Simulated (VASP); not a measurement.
An input for Ansatz (written as the equivalent of a VASP run, and not itself run):

Ansatz 0.2 input:
```yaml
crystal:
  lattice:
    - [3.8873230, 0.0000000, 0.0000000]
    - [-1.9436610, 3.3665200, 0.0000000]
    - [0.0000000, 0.0000000, 4.7630370]
  atoms:
    - { symbol: B, position: [0.3333330, 0.6666670, 0.2500000] }
    - { symbol: B, position: [0.6666670, 0.3333330, 0.7500000] }
    - { symbol: Tc, position: [0.0000000, 0.0000000, 0.0000000] }
    - { symbol: Tc, position: [0.0000000, 0.0000000, 0.5000000] }
    - { symbol: Tc, position: [0.3333330, 0.6666670, 0.7500000] }
    - { symbol: Tc, position: [0.6666670, 0.3333330, 0.2500000] }
kpoints:
  mp_grid: { grid: [6, 6, 5] }
hamiltonian:
  xc: pbe
  pseudopotentials: { kind: paw }
scf:
  occupations: { method: fermi_dirac, width: 0.1 }
  max_iter: 100
output: { forces: true, stress: true, eigenvalues: true }
```

Task: Translate this input to VASP (INCAR, KPOINTS, POSCAR, choice of POTCAR).

Result: Several could match; the one computed here: 
File KPOINTS:
```
Automatic
0
G
 6 6 5
0 0 0
```

INCAR:
```
# general
SYSTEM  = Tc2B
PREC    = Accurate
ENCUT   = 400
LREAL   = .FALSE.
LASPH   = .TRUE.

# electronic loop
EDIFF   = 1E-6
NELM    = 100
ALGO    = Normal
LMAXMIX = 4

# smearing
ISMEAR  = -1
SIGMA   = 0.1

# functional
GGA     = PE

# ions
ISIF    = 2

# output
LWAVE   = .FALSE.
LCHARG  = .FALSE.
```

**POSCAR**
```
Tc2B
3.8873230
  1.0000000000   0.0000000000   0.0000000000
 -0.4999998714   0.8660252827   0.0000000000
  0.0000000000   0.0000000000   1.2252743083
B Tc
2 4
Direct
  0.3333330000   0.6666670000   0.2500000000
  0.6666670000   0.3333330000   0.7500000000
  0.0000000000   0.0000000000   0.0000000000
  0.0000000000   0.0000000000   0.5000000000
  0.3333330000   0.6666670000   0.7500000000
  0.6666670000   0.3333330000   0.2500000000
```

POTCAR, in this order: B Tc_pv (PBE.64 set). Program: vasp_std.

What does not carry over: each code has its own PAW files, so the cut-off isn't converted (ENCUT is set for VASP's; basis.ecutwfc is left out, and Ansatz then takes the one that its files recommend); Ansatz stops its SCF on the density residual and VASP on the energy change (EDIFF).

The structure was generated: Tc2B was put into an ordered model structure, which need not be its known phase. The cell was not relaxed at this level, and its volume differs by -5.9 % from the start's. The k-mesh is coarse (spacing up to 0.31 per Å, 2π included), so the numbers may not be converged in it.
